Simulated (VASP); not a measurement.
Computed with SCAN meta-GGA, VASP's PBE PAW potentials (set 64) (plane waves; VASP).

VASP ran on this input.

### KPOINTS
```
Automatic mesh
0
Gamma
16 16 16
0 0 0
```

**INCAR**
```
LMAXMIX=6
SYSTEM=W
ALGO=Normal   # blocked Davidson
ENCUT=520
EDIFF=1E-7   # SCF stop (eV)
LREAL=.False.
LWAVE=.False.
PREC=Accurate
LASPH=.True.
LCHARG=.False.
ISMEAR=1   # Methfessel-Paxton
SIGMA=0.1
METAGGA=SCAN
ISIF=2   # forces and stress, cell fixed
NELM=100   # most electronic steps
LMIXTAU=.True.
```

POSCAR:
```
W
2.7033930
 -0.5773501685   0.5773501685   0.5773501685
  0.5773501685  -0.5773501685   0.5773501685
  0.5773501685   0.5773501685  -0.5773501685
W
1
Cartesian
  0.0000000000   0.0000000000   0.0000000000
```

POTCAR, in this order: W_sv (PBE.64 set). Program: vasp_std.

Task: What will the output report for the number of irreducible k-points (NKPTS), largest plane-wave count, number of space-group operations, FFT grid (NGX, NGY, NGZ)?

Result: 
The number of irreducible k-points (NKPTS) comes out as 145, the largest plane-wave count is 427 and the number of space-group operations is 48. The FFT grid (NGX, NGY, NGZ) is 20 × 20 × 20.

The compound is W in the bcc structure. This cell is one point of a volume scan, at 0.97 of the reference volume.
